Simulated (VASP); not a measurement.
Calculation: LDA (Ceperley-Alder, Perdew-Zunger), VASP's LDA PAW potentials (set 64) (plane waves; VASP 6.6.1). Each cell was relaxed at this level, without spin-orbit coupling.

Problem. Which of these comes out without a gap?
A. KMgF3, Pm-3m (221)
B. Ga, Cmce (64)
C. C, Fd-3m (227)
D. CaO, Fm-3m (225)

Solution. B, Ga, Cmce (64). The others have gaps of 4.16 eV (C, Fd-3m (227)), 3.42 eV (CaO, Fm-3m (225)), 7.49 eV (KMgF3, Pm-3m (221)).
